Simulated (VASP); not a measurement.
A convergence study with VASP on CeO2 (fluorite): one setting is varied, all else stays as given below, so the limit is that of these other settings. Each run relaxes cell and ions from the cell shown. The basis is that of the starting cell, so low cut-offs carry a Pulay error.

```
CELL_PARAMETERS angstrom
      0.00000     2.70500     2.70500
      2.70500     0.00000     2.70500
      2.70500     2.70500     0.00000
ATOMIC_POSITIONS crystal
  Ce 0.00000 0.00000 0.00000
  O  0.25000 0.25000 0.25000
  O  0.75000 0.75000 0.75000
```

Calculation: PBE GGA, VASP's PBE PAW potentials (set 64) (plane waves; VASP). The tightest run used: 800 eV cut-off, 6×6×6 Γ-centred mesh, Gaussian smearing of 0.050 eV, potentials Ce O.

Gaps are read on the run's mesh, which can miss a band edge.

Q: The settings run are ENCUT = 300; ENCUT = 350; ENCUT = 400; ENCUT = 450; ENCUT = 500; ENCUT = 550; ENCUT = 600; ENCUT = 650; ENCUT = 700; ENCUT = 750; ENCUT = 800. From which on does the relaxed volume stay within 0.05 Å³/atom of the tightest run?

A: From ENCUT = 500 on: it is off by 0.017 there and by no more than 0.05 in any finer run, while ENCUT = 450 is off by 0.118.
```
setting      relaxed volume (Å³/atom)  E (eV/atom)  gap on the mesh (eV)  plane waves  difference judged (Å³/atom)
-----------  ------------------------  -----------  --------------------  -----------  ---------------------------
ENCUT = 300                    11.977      -8.9668                 2.383          483                        1.617
ENCUT = 350                    12.718      -8.7797                 2.183          609                        0.875
ENCUT = 400                    13.220      -8.7502                 2.065          745                        0.374
ENCUT = 450                    13.476      -8.7429                 2.004          881                        0.118
ENCUT = 500                    13.577      -8.7423                 1.979         1018                        0.017
ENCUT = 550                    13.597      -8.7430                 1.974         1211                        0.003
ENCUT = 600                    13.592      -8.7442                 1.975         1363                        0.002
ENCUT = 650                    13.585      -8.7450                 1.977         1524                        0.009
ENCUT = 700                    13.583      -8.7458                 1.978         1687                        0.010
ENCUT = 750                    13.587      -8.7459                 1.977         1873                        0.007
ENCUT = 800                    13.594      -8.7459                 1.975         2085                        0.000
```

Left out are rungs that failed or repeat a setting and relaxations that didn't move; long series are thinned to 24 rows.

The compound is CeO2 in the fluorite structure. The run is not spin-polarised, so no magnetic state was tried.
